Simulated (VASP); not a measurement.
```yaml
crystal:
  lattice:
    - [4.47405, 0.00000, 0.00000]
    - [-2.23703, 3.87464, 0.00000]
    - [0.00000, 0.00000, 7.84731]
  atoms:
    - { symbol: Pb, position: [0.00000, 0.00000, 0.00000] }
    - { symbol: Pb, position: [0.00000, 0.00000, 0.50000] }
    - { symbol: Te, position: [0.33333, 0.66667, 0.25000] }
    - { symbol: Te, position: [0.66667, 0.33333, 0.75000] }
```

These are PBEsol GGA, VASP's PBE PAW potentials (set 64) (plane waves; VASP) values and carry that method's errors. Numerical set-up: 400 eV cut-off, Gaussian smearing of 0.050 eV, potentials Pb_d Te.

Task: Give the energies of bands 14 to 23 at the high-symmetry points, in eV from the Fermi level.

Result: 
| band | Γ | M | K | A | L | H |
|---|---|---|---|---|---|---|
| 14 | -6.44 | -8.20 | -8.03 | -7.78 | -8.69 | -8.79 |
| 15 | -2.27 | -4.80 | -4.35 | -1.53 | -3.42 | -4.45 |
| 16 | -1.81 | -4.25 | -3.62 | -1.53 | -3.42 | -4.45 |
| 17 | -1.81 | -3.15 | -3.62 | -1.52 | -2.80 | -2.44 |
| 18 | -1.23 | -1.41 | -3.47 | -1.52 | -2.80 | -2.44 |
| 19 | -1.23 | -1.38 | -3.47 | -1.52 | -2.53 | -1.81 |
| 20 | -0.05 | -1.19 | 0.02 | -1.52 | -2.53 | -1.81 |
| 21 | -0.04 | 0.00 | 2.42 | 1.96 | 1.76 | 0.05 |
| 22 | 1.91 | 0.72 | 2.65 | 1.96 | 1.76 | 0.05 |
| 23 | 1.91 | 1.79 | 2.65 | 1.96 | 2.67 | 3.23 |

It has no gap at this level: it comes out as a metal or semimetal.

The structure was generated: PbTe was put into the NiAs type type (P6_3/mmc), which need not be its known phase. It was relaxed first, which changed the volume by +22 %.
